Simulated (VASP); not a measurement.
Here is the system:

```
CELL_PARAMETERS angstrom
      3.41495     0.00000     0.00000
     -1.70747     2.95743     0.00000
      0.00000     0.00000     6.88847
ATOMIC_POSITIONS crystal
  Ge 0.00000 0.00000 0.00000
  Ge 0.00000 0.00000 0.50000
  Se 0.33333 0.66667 0.25000
  Se 0.66667 0.33333 0.75000
```

These are PBEsol GGA, VASP's PBE PAW potentials (set 64) (plane waves; VASP 6.6.1) values and carry that method's errors. Settings: 500 eV cut-off, 10×10×5 Γ-centred mesh, first-order Methfessel-Paxton smearing of 0.10 eV, potentials Ge_d Se.

Q: Predict the energy per atom (σ→0), pressure, band gap (on the k-mesh) with the smallest direct gap where there is one.

A: 
- band gap (on the k-mesh) = none (metal, semimetal or under 0.01 eV)
- energy per atom (σ→0) = -4.324 eV/atom
- pressure = 19.94 GPa

The structure was generated: GeSe was put into the NiAs type type (P6_3/mmc), which need not be its known phase. It was relaxed first under an external pressure of 20 GPa.
